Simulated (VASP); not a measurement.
CsKICl: single point with LDA

The system is CsKICl.

```
K Cs I Cl
1.0
     4.99111    0.00000    0.00000
     0.00000    4.99111    0.00000
     0.00000    0.00000    7.50942
K Cs I Cl
1 1 1 1
Direct
  0.00000 0.00000 0.00000
  0.50000 0.50000 0.50000
  0.50000 0.50000 0.00000
  0.00000 0.00000 0.50000
```

The cell comes from a database or a generator and needn't be the stable form of this composition.

```
Program             : VASP 6.6.1
Task                : single point
Functional          : LDA
Potentials or basis : VASP PAW LDA potentials, release 64 (K_sv, Cs_sv, I, Cl)
Cutoff              : 520 eV
k mesh              : 4 × 4 × 3
Occupations         : gaussian, width 0.01 eV
Spin                : no spin polarisation
```

```
Pressure               : -1.6 GPa
Band gap on the k mesh : 3.73 eV, indirect (least direct gap 3.79 eV)
```

Stress tensor (GPa, compression positive):
```
-1.74  0.00  0.00
 0.00 -1.74  0.00
 0.00  0.00 -1.44
```

Levels at points of the mesh, in eV from the valence-band top:
| k point | band 12 | band 13 | band 14 | band 15 | band 16 | band 17 | band 18 | band 19 | band 20 | band 21 |
| --- | --- | --- | --- | --- | --- | --- | --- | --- | --- | --- |
| (0.00, 0.00, 0.00) | -0.23 | -0.23 | -0.10 | -0.10 | -0.06 | 3.73 | 4.93 | 6.14 | 6.21 | 6.49 |
| (0.50, 0.00, 0.00) | -0.75 | -0.54 | -0.50 | -0.27 | -0.11 | 5.55 | 5.58 | 6.14 | 6.97 | 7.10 |
| (0.50, 0.50, 0.00) | -0.67 | -0.42 | -0.20 | -0.20 | 0.00 | 4.87 | 4.87 | 5.40 | 6.77 | 7.77 |

Wall time 59 s on 1 thread of Intel(R) Xeon(R) Platinum 8488C (Sapphire Rapids), with other jobs on the host, peak memory 0.26 GiB.

Caveat: spin-orbit coupling is left out, which moves the levels of the heavy elements; an odd mesh through Γ misses points on the zone boundary, where band edges often lie.
